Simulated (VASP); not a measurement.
Output of a VASP run:

OSZICAR:
```
       N       E                     dE             d eps       ncg     rms          rms(c)
DAV:   1     0.222684353975E+02    0.22268E+02   -0.71564E+03  1584   0.111E+03
DAV:   2    -0.229855120959E+02   -0.45254E+02   -0.42531E+02  2157   0.208E+02
DAV:   3    -0.246293739557E+02   -0.16439E+01   -0.16341E+01  2029   0.306E+01
DAV:   4    -0.246423410655E+02   -0.12967E-01   -0.12956E-01  1906   0.303E+00
DAV:   5    -0.246424948677E+02   -0.15380E-03   -0.15378E-03  2134   0.276E-01    0.572E+01
DAV:   6    -0.216865435340E+02    0.29560E+01   -0.18359E+01  1781   0.222E+01    0.403E+01
DAV:   7    -0.216354537308E+02    0.51090E-01   -0.55764E-01  1836   0.589E+00    0.236E+01
DAV:   8    -0.216294271793E+02    0.60266E-02   -0.49479E-02  1790   0.224E+00    0.515E+00
DAV:   9    -0.216245057827E+02    0.49214E-02   -0.22739E-02  1761   0.932E-01    0.173E+00
DAV:  10    -0.216243068253E+02    0.19896E-03   -0.93121E-04  1875   0.258E-01    0.272E-01
DAV:  11    -0.216243090676E+02   -0.22423E-05   -0.11330E-04  1864   0.837E-02    0.724E-02
DAV:  12    -0.216243061912E+02    0.28765E-05   -0.70500E-06  1877   0.221E-02    0.585E-02
DAV:  13    -0.216243055295E+02    0.66164E-06   -0.38832E-07   882   0.677E-03
   1 F= -.21624306E+02 E0= -.21623849E+02  d E =-.912314E-03
```

**OUTCAR**
```
------------------------ aborting loop because EDIFF is reached ----------------------------------------
  FORCE on cell =-STRESS in cart. coord.  units (eV):
  Direction    XX          YY          ZZ          XY          YZ          ZX
  --------------------------------------------------------------------------------------
  Total       -0.5897624     -0.5897624     -0.5897624      0.0000000      0.0000000     -0.0000000
  in kB      -37.8349952    -37.8349952    -37.8349952      0.0000000      0.0000000     -0.0000000
  external PRESSURE =     -37.8349952 kB  Pullay stress =       0.0000000 kB
  volume of cell :       24.97
      direct lattice vectors                 reciprocal lattice vectors
     0.000000000  2.320000000  2.320000000    -0.215517241  0.215517241  0.215517241
     2.320000000  0.000000000  2.320000000     0.215517241 -0.215517241  0.215517241
     2.320000000  2.320000000  0.000000000     0.215517241  0.215517241 -0.215517241
 POSITION                                       TOTAL-FORCE (eV/Angst)
 -----------------------------------------------------------------------------------
      0.00000      0.00000      0.00000        -0.000000      0.000000     -0.000000
      2.32000      2.32000      2.32000         0.000000     -0.000000      0.000000
 -----------------------------------------------------------------------------------
    total drift:                                0.000000     -0.000000     -0.000000
  FREE ENERGIE OF THE ION-ELECTRON SYSTEM (eV)
  ---------------------------------------------------
  free  energy   TOTEN  =       -21.6243055295 eV

  energy  without entropy=      -21.6233932155  energy(sigma->0) =      -21.62384937
```
(Selected blocks of OUTCAR.)

### POSCAR
```
HfC
1
    0.0000000000     2.3200000000     2.3200000000
    2.3200000000     0.0000000000     2.3200000000
    2.3200000000     2.3200000000     0.0000000000
Hf C
1 1
Direct
  0.0000000000   0.0000000000   0.0000000000
  0.5000000000   0.5000000000   0.5000000000
```

Problem. Reconstruct the remaining input files.

Solution. One answer among several that fit: the input of the run itself, PBE GGA, plane waves, VASP's PBE PAW potentials (set 64).

**KPOINTS**
```
Regular mesh
0
Gamma
12 12 12
```

### INCAR
```
SYSTEM = HfC
PREC = Accurate; ENCUT = 520; LREAL = F
LASPH = T; NELECT = 13.9
EDIFF = 1E-6; NELM = 100; ALGO = Normal
LMAXMIX = 6
ISMEAR = 0; SIGMA = 0.05
GGA = PE
ISIF = 2
LWAVE = F; LCHARG = F
```

POTCAR, in this order: Hf_pv C (PBE.64 set). Program: vasp_std.

The cell is charged, with a uniform compensating background.

The compound is HfC in the rock salt structure. The cell was not relaxed at this level. The run is one of a series of settings (ISMEAR = 0, NELECT = 13.9, SIGMA = 0.05 against the base run), some of them coarse on purpose.
